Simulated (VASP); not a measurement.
Given:

```
CELL_PARAMETERS angstrom
      2.80507     0.00000     0.00000
     -1.40253     2.42926     0.00000
      0.00000     0.00000     6.33714
ATOMIC_POSITIONS crystal
  Ta 0.00000 0.00000 0.00000
  Ta 0.00000 0.00000 0.50000
  O  0.33333 0.66667 0.25000
  O  0.66667 0.33333 0.75000
```

The numbers are results of PBEsol GGA, VASP's PBE PAW potentials (set 64) (plane waves; VASP), not measurements. Run with 520 eV cut-off, 14×14×6 Γ-centred mesh, tetrahedra with Blöchl corrections, potentials Ta_pv O.

The cores are frozen, which limits the accuracy of field gradients.

**Question.** Give the principal components of the electric field gradient (V/Å²) and the asymmetry η at each nucleus.

**Answer.** 
```tsv
atom	Vxx	Vyy	Vzz	η
Ta1	-47.8	-47.8	95.5	0.00
Ta2	-47.8	-47.8	95.5	0.00
O3	-11.4	-11.4	22.8	0.00
O4	-11.4	-11.4	22.8	0.00
```

The structure was generated: TaO was put into the NiAs type type (P6_3/mmc), which need not be its known phase. It was relaxed first, which changed the volume by -33 %.
